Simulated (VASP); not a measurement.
# Cu (Copper): cell size against the level of theory

Aim: relax Cu (Copper) at several levels and hold each cell against experiment. The levels: PBE, LDA, r2SCAN and PBE + D3(BJ). The start is a cell from a database of measured crystal structures.

Method: PBE; plane waves and PAW (Cu), in the first sound run; inputs show where later runs differ, in VASP 6.6.1.

Experimental background.

“Multiple origins of extra electron diffractions in fcc metals” (2023, arxiv:2311.10326) quotes from earlier work for Cu, face-centered cubic (literature value used as simulation input, 300 K): lattice constant a (cubic lattice parameter, quoted experimental value) 3.615 Å [literature value at ambient conditions, used as fixed simulation input].

Most raw output is cut from this account.

### Step 1. The structure

Before any relaxation, the start is as follows. The structure is cubic, space group Fm-3m (No. 225). The conventional cell has a = 3.613 Å, b = 3.613 Å, c = 3.613 Å, α = 90.00°, β = 90.00°, γ = 90.00°. Cu has 12 Cu at 2.55 Å nearest.

As a file:

```xyz
1
Lattice="0.0000 1.8065 1.8065 1.8065 0.0000 1.8065 1.8065 1.8065 0.0000" Properties=species:S:1:pos:R:3 pbc="T T T"
Cu    0.0000    0.0000    0.0000
```

### Step 2. Relaxation with PBE

Properties are meant for the cell that this level of theory prefers, so cell and atoms are relaxed first (ISIF = 3) until forces and stress are small; EDIFFG sets the threshold. PBE, the usual starting point, adds the gradient of the density.

File INCAR:

```
SYSTEM = Cu
PREC = Accurate
ENCUT = 520
EDIFF = 1E-06
NELM = 100
ISMEAR = -1
SIGMA = 0.05
LREAL = .FALSE.
ALGO = Normal
GGA = PE
NBANDS = 11
LASPH = .TRUE.
LORBIT = 11
LWAVE = .FALSE.
LCHARG = .FALSE.
KPAR = 2
IBRION = 2
NSW = 60
ISIF = 3
EDIFFG = -0.01
```

File POSCAR:

```
Cu
1.0
    0.0000000000      1.8065000000      1.8065000000
    1.8065000000      0.0000000000      1.8065000000
    1.8065000000      1.8065000000      0.0000000000
Cu
1
Direct
    0.0000000000      0.0000000000      0.0000000000
```

File KPOINTS:

```
Automatic mesh
0
Gamma
11 11 11
0 0 0
```

PAW data sets: Cu (PBE family, release 64).

On the command line:

```console
> mpirun -np 2 vasp_std
```

It took 6.6 s on 2 MPI ranks of AMD EPYC 9R45, shared host; peak memory 0.22 GiB.

This run has no spin polarisation. Its electron count is odd, so without a moment it is a metal by construction. The k-mesh is coarse for a metal. The run keeps the 48 symmetry operations of its start, so it cannot find a distortion of lower symmetry.

The steps of the relaxation:

| step | energy less that of the first step (eV) | largest force (eV/Å) | pressure (GPa) | volume (Å³) |
| --- | --- | --- | --- | --- |
| 1 | 0.0000 | 0.0000 | 2.29 | 11.79 |
| 2 | -0.0009 | 0.0000 | -1.29 | 12.08 |
| 3 | -0.0013 | 0.0000 | -0.06 | 11.97 |

| conventional cell, symmetrised | before | after | change |
| --- | --- | --- | --- |
| a (Å) | 3.613 | 3.632 | +0.5 % |
| b (Å) | 3.613 | 3.632 | +0.5 % |
| c (Å) | 3.613 | 3.632 | +0.5 % |
| volume (Å³/atom) | 11.79 | 11.97 | +1.6 % |

Final coordinates:

```xyz
1
Lattice="0.0000 1.8158 1.8158 1.8158 0.0000 1.8158 1.8158 1.8158 0.0000" Properties=species:S:1:pos:R:3 pbc="T T T"
Cu    0.0000    0.0000    0.0000
```

Numbers from this step:

- electrons: 11
- bands: 11
- irreducible k-points: 56
- symmetry operations: 48
- free energy (TOTEN): -3.733 eV
- energy at zero smearing: -3.733 eV
- Fermi energy: 7.511 eV
- pressure: -0.05572 GPa
- metallic: yes
- SCF cycles over all ionic steps: 23

It ends with forces that vanish by symmetry and a pressure of -0.06 GPa. The volume lies +1.6 % from that of the database's start. The conventional cell has a = 3.632 Å.

### Step 3. Relaxation with LDA

This step: LDA; plane waves and PAW (Cu) (VASP 6.6.1).

LDA, the lowest rung, knows the local density alone.

INCAR, as its differences from that of step 2:

```diff
@@ -9,3 +9,3 @@
 ALGO = Normal
-GGA = PE
+GGA = CA
 NBANDS = 11
```

POSCAR is that of step 2.

KPOINTS is that of step 2.

On the command line:

```console
> mpirun -np 2 vasp_std
```

It took 6.4 s on 2 MPI ranks; peak memory 0.21 GiB.

The PAW data sets were made with PBE, though LDA sets exist; this is a small mismatch.

Step by step:

| step | energy less that of the first step (eV) | largest force (eV/Å) | pressure (GPa) | volume (Å³) |
| --- | --- | --- | --- | --- |
| 1 | 0.0000 | 0.0000 | -11.52 | 11.79 |
| 2 | -0.0149 | 0.0000 | 10.83 | 10.40 |
| 3 | -0.0325 | 0.0000 | -0.08 | 10.95 |

| conventional cell, symmetrised | before | after | change |
| --- | --- | --- | --- |
| a (Å) | 3.613 | 3.525 | -2.4 % |
| b (Å) | 3.613 | 3.525 | -2.4 % |
| c (Å) | 3.613 | 3.525 | -2.4 % |
| volume (Å³/atom) | 11.79 | 10.95 | -7.1 % |

Final coordinates:

```xyz
1
Lattice="0.0000 1.7627 1.7627 1.7627 0.0000 1.7627 1.7627 1.7627 0.0000" Properties=species:S:1:pos:R:3 pbc="T T T"
Cu    0.0000    0.0000    0.0000
```

Numbers from this step:

```
free energy (TOTEN)             : -4.736 eV
energy at zero smearing         : -4.735 eV
Fermi energy                    : 8.203 eV
pressure                        : -0.07858 GPa
SCF cycles over all ionic steps : 27
```

It ends at 10.95 Å³/atom, -7.1 % from the start, with -0.08 GPa left. The conventional cell has a = 3.525 Å.

### Step 4. Relaxation with r2SCAN

This step: r2SCAN; plane waves and PAW (Cu) (VASP 6.6.1).

r2SCAN adds the kinetic-energy density, costs more than a GGA and is run with LASPH.

INCAR, as its differences from that of step 3:

```diff
@@ -9,5 +9,5 @@
 ALGO = Normal
-GGA = CA
+METAGGA = R2SCAN
+LASPH = .TRUE.
 NBANDS = 11
-LASPH = .TRUE.
 LORBIT = 11
```

POSCAR is that of step 3.

KPOINTS is that of step 3.

On the command line:

```console
> mpirun -np 2 vasp_std
```

Wall time 47 s (2 MPI ranks); peak memory 0.23 GiB.

The PAW data sets were made with PBE, which is usual practice but a small mismatch for other functionals.

The steps of the relaxation:

| step | energy less that of the first step (eV) | largest force (eV/Å) | pressure (GPa) | volume (Å³) |
| --- | --- | --- | --- | --- |
| 1 | 0.0000 | 0.0000 | -4.29 | 11.79 |
| 2 | -0.0021 | 0.0000 | 3.18 | 11.26 |
| 3 | -0.0042 | 0.0000 | -0.28 | 11.48 |
| 4 | -0.0042 | 0.0000 | 0.15 | 11.46 |
| 5 | -0.0042 | 0.0000 | 0.04 | 11.47 |

| conventional cell, symmetrised | before | after | change |
| --- | --- | --- | --- |
| a (Å) | 3.613 | 3.579 | -0.9 % |
| b (Å) | 3.613 | 3.579 | -0.9 % |
| c (Å) | 3.613 | 3.579 | -0.9 % |
| volume (Å³/atom) | 11.79 | 11.47 | -2.8 % |

Final coordinates:

```cif
data_structure
_symmetry_space_group_name_H-M 'P 1'
_symmetry_Int_Tables_number 1
_cell_length_a 2.5311
_cell_length_b 2.5311
_cell_length_c 2.5311
_cell_angle_alpha 60.000
_cell_angle_beta 60.000
_cell_angle_gamma 60.000
_cell_volume 11.47
loop_
_atom_site_label
_atom_site_type_symbol
_atom_site_fract_x
_atom_site_fract_y
_atom_site_fract_z
_atom_site_occupancy
Cu1 Cu 0.00000 0.00000 0.00000 1
```

It ends at 11.47 Å³/atom, -2.8 % from the start, with 0.04 GPa left. The conventional cell has a = 3.579 Å.

### Step 5. Relaxation with PBE + D3(BJ)

This step: PBE with D3(BJ); plane waves and PAW (Cu) (VASP 6.6.1).

A dispersion term adds the long-range attraction that semilocal functionals lack. D3 with Becke-Johnson damping keeps a finite attraction at short range.

INCAR, as its differences from that of step 4:

```diff
@@ -9,5 +9,6 @@
 ALGO = Normal
-METAGGA = R2SCAN
+GGA = PE
+IVDW = 12
+NBANDS = 11
 LASPH = .TRUE.
-NBANDS = 11
 LORBIT = 11
```

POSCAR is that of step 4.

KPOINTS is that of step 4.

On the command line:

```console
> mpirun -np 2 vasp_std
```

The job ended after 7 s (2 MPI ranks; peak memory 0.24 GiB; 13 s of CPU time).

Dispersion corrections of this kind ignore metallic screening and tend to overbind metals.

Relaxation path:

| step | energy less that of the first step (eV) | largest force (eV/Å) | pressure (GPa) | volume (Å³) |
| --- | --- | --- | --- | --- |
| 1 | 0.0000 | 0.0000 | -5.97 | 11.79 |
| 2 | -0.0053 | 0.0000 | 4.41 | 11.06 |
| 3 | -0.0089 | 0.0000 | -0.07 | 11.33 |

| conventional cell, symmetrised | before | after | change |
| --- | --- | --- | --- |
| a (Å) | 3.613 | 3.566 | -1.3 % |
| b (Å) | 3.613 | 3.566 | -1.3 % |
| c (Å) | 3.613 | 3.566 | -1.3 % |
| volume (Å³/atom) | 11.79 | 11.33 | -3.9 % |

The relaxed structure:

```
Cu
1.0
     0.00000    1.78277    1.78277
     1.78277    0.00000    1.78277
     1.78277    1.78277    0.00000
Cu
1
Direct
  0.00000 0.00000 0.00000
```

It ends at 11.33 Å³/atom, -3.9 % from the start, with -0.07 GPa left. The conventional cell has a = 3.566 Å. Against plain PBE, the dispersion term moves a by -1.8 %.

### Step 6. The cells as a table

This step: relaxed cells at several levels; plane waves and PAW (VASP 6.6.1).

No new run; the numbers come from the runs before.

Lengths are those of the conventional cell; cost is the wall time of each run, as given at its step, times its ranks, without the set-up around it. Results by level, by row:

| level | volume (Å³/atom) | change from the start (%) | a (Å) | cost (core minutes) |
| --- | --- | --- | --- | --- |
| PBE | 11.97 | 1.6 | 3.632 | 0.22 |
| LDA | 10.95 | -7.1 | 3.525 | 0.213 |
| r2SCAN | 11.47 | -2.8 | 3.579 | 1.57 |
| PBE + D3(BJ) | 11.33 | -3.9 | 3.566 | 0.233 |

### Step 7. Summary of results

| Quantity | Value |
| --- | --- |
| volume, PBE | 11.97 Å³/atom |
| volume, LDA | 10.95 Å³/atom |
| volume, r2SCAN | 11.47 Å³/atom |
| volume, PBE + D3(BJ) | 11.33 Å³/atom |

For Cu (Copper) the levels give volumes between 10.95 Å³/atom (LDA) and 11.97 Å³/atom (PBE), a spread of 9.3 %, while the cost of the finished runs spans a factor of 7.3. Within 1 % of experiment on every length: PBE and r2SCAN. The nearest, PBE, is among the cheap ones. Thermal and zero-point expansion, often some tenths of a per cent in length, bear on this order: with the measured lengths lowered by an assumed 0.4 % the nearest becomes r2SCAN. The costs hold the number of ionic steps as well as the price of the functional. Adding D3(BJ) to PBE changes the volume by -5.4 % (a by -1.8 %). Pairwise corrections of the D and TS kind ignore the screening in a metal, so they may overbind here. Within 0.02 Å all end in space group Fm-3m; the runs can't lower the symmetry of the start. The k-sampling is coarse for a metal, so the Fermi level, pressures and the shape of the cell carry errors. Each is a single relaxation on the plane waves of the start cell, so larger changes of volume carry a basis-set error that was not tested here.

Computed beside measured:

| quantity | measured | PBE | LDA | r2SCAN | PBE + D3(BJ) |
| --- | --- | --- | --- | --- | --- |
| lattice constant a (Å) | 3.615 | 3.632 (+0.5 %) | 3.525 (-2.5 %) | 3.579 (-1.0 %) | 3.566 (-1.4 %) |

Measured values from arxiv:2311.10326 (2023).

How well it matches: For the lattice constant a, of the levels listed nearest comes PBE (+0.5 %, good agreement) and farthest LDA (-2.5 %, a clear miss). The grades are ours: good and fair within 0.7 and 1.5 % for the lattice constant a. For lattice constants the calculation has a static lattice, without zero-point motion or thermal expansion (measured at up to 300 K).

[Lines on the potential files, build, host, timing and source positions are cut from VASP's logs without a mark.]

[Logs are printed without paths, hosts, clocks, repeated set-up lines and the standing remarks that a program may print on its own settings, such as how far it seeks lower states.]

[Hosts, paths, dates, database ids (printed as entryN), source tags and the programs' standing remarks are cut or masked in the printed files.]

[A measured line is paired with the nearest computed mode of its activity, which favours agreement.]
